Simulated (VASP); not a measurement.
These are LDA (Ceperley-Alder, Perdew-Zunger), VASP's LDA PAW potentials (set 64) (plane waves; VASP) values and carry that method's errors.

A VASP calculation is set up with these files.

KPOINTS:
```
Automatic mesh
0
Gamma
12 12 3
0 0 0
```

**POSCAR**
```
WS2
1
    1.4535738934    -2.5176635845    -0.0000000000
    1.4535738934     2.5176635845     0.0000000000
    0.0000000000    -0.0000000000    10.5531250072
W S
2 4
Direct
  0.3333330000   0.6666670000   0.2500000000
  0.6666670000   0.3333330000   0.7500000000
  0.3333330000   0.6666670000   0.9006146976
  0.6666670000   0.3333330000   0.4006146976
  0.6666670000   0.3333330000   0.0993853024
  0.3333330000   0.6666670000   0.5993853024
```

### INCAR
```
! general
SYSTEM   =  WS2
PREC     =  Accurate
ENCUT    =  500   ! plane-wave cut-off (eV)
LREAL    =  .FALSE.   ! projection in real space or not
LASPH    =  .TRUE.

! electronic loop
EDIFF    =  1E-6   ! SCF stop (eV)
NELM     =  100   ! most electronic steps
ALGO     =  Normal   ! blocked Davidson
LMAXMIX  =  6   ! l cut-off of mixed one-centre charges

! smearing
ISMEAR   =  1   ! Methfessel-Paxton
SIGMA    =  0.1

! ions
IBRION   =  2   ! conjugate gradients
NSW      =  40
ISIF     =  3   ! ions, shape and volume
EDIFFG   =  -0.02
PSTRESS  =  450

! output
LWAVE    =  .FALSE.
LCHARG   =  .FALSE.
```

POTCAR, in this order: W_sv S (LDA.64 set). Program: vasp_std.

The run wrote:

### OSZICAR
```
       N       E                     dE             d eps       ncg     rms          rms(c)
DAV:   1     0.528559383392E+03    0.52856E+03   -0.28637E+04  2436   0.173E+03
DAV:   2    -0.148182754023E+02   -0.54338E+03   -0.53187E+03  2640   0.482E+02
DAV:   3    -0.511407531751E+02   -0.36322E+02   -0.35329E+02  2940   0.110E+02
DAV:   4    -0.520205856140E+02   -0.87983E+00   -0.87364E+00  2886   0.172E+01
DAV:   5    -0.520398817216E+02   -0.19296E-01   -0.19283E-01  2901   0.246E+00    0.535E+01
DAV:   6    -0.503053709733E+02    0.17345E+01   -0.56345E+00  2874   0.153E+01    0.247E+01
DAV:   7    -0.500690198756E+02    0.23635E+00   -0.24801E+00  2794   0.751E+00    0.591E+00
DAV:   8    -0.499780682573E+02    0.90952E-01   -0.69268E-01  2919   0.477E+00    0.299E+00
DAV:   9    -0.499771527660E+02    0.91549E-03   -0.52574E-02  2932   0.120E+00    0.158E+00
DAV:  10    -0.499716209064E+02    0.55319E-02   -0.40171E-02  2924   0.126E+00    0.539E-01
DAV:  11    -0.499714940322E+02    0.12687E-03   -0.20779E-03  2891   0.277E-01    0.217E-01
DAV:  12    -0.499714914568E+02    0.25753E-05   -0.20664E-04  2893   0.784E-02    0.120E-01
DAV:  13    -0.499714786718E+02    0.12785E-04   -0.31860E-05  2902   0.348E-02    0.299E-02
DAV:  14    -0.499714779642E+02    0.70764E-06   -0.63509E-06  2595   0.125E-02
   1 F= -.28277069E+02 E0= -.28277115E+02  d E =-.282771E+02
```

### OUTCAR
```
------------------------ aborting loop because EDIFF is reached ----------------------------------------
  FORCE on cell =-STRESS in cart. coord.  units (eV):
  Direction    XX          YY          ZZ          XY          YZ          ZX
  --------------------------------------------------------------------------------------
  Total       21.6972216     21.6972172     21.6584970      0.0000000      0.0000000     -0.0000000
  in kB      450.0583418    450.0582519    449.2550911      0.0000000      0.0000000     -0.0000000
  external PRESSURE =      -0.2094384 kB  Pullay stress =     450.0000000 kB
  volume of cell :       77.24
      direct lattice vectors                 reciprocal lattice vectors
     1.453573893 -2.517663585  0.000000000     0.343979761 -0.198596827  0.000000000
     1.453573893  2.517663585  0.000000000     0.343979761  0.198596827  0.000000000
     0.000000000  0.000000000 10.553125007     0.000000000  0.000000000  0.094758661
 POSITION                                       TOTAL-FORCE (eV/Angst)
 -----------------------------------------------------------------------------------
      1.45357      0.83922      2.63828        -0.000000     -0.000000      0.000000
      1.45357     -0.83922      7.91484         0.000000      0.000000      0.000000
      1.45357      0.83922      9.50430        -0.000000      0.000000     -0.007093
      1.45357     -0.83922      4.22774         0.000000     -0.000000     -0.007093
      1.45357     -0.83922      1.04883        -0.000000     -0.000000      0.007093
      1.45357      0.83922      6.32539         0.000000      0.000000      0.007093
 -----------------------------------------------------------------------------------
    total drift:                                0.000000      0.000998     -0.000036
  FREE ENERGIE OF THE ION-ELECTRON SYSTEM (eV)
  ---------------------------------------------------
  free  energy   TOTEN  =       -49.9714779642 eV

  energy  without entropy=      -49.9716147343  energy(sigma->0) =      -49.97152355
  enthalpy is  TOTEN    =       -28.2770690280 eV   P V=       21.6944089361

 reached required accuracy - stopping structural energy minimisation
```
(Selected blocks of OUTCAR.)

The compound is WS2 in the 2H layered structure. It was relaxed first under an external pressure of 45 GPa.
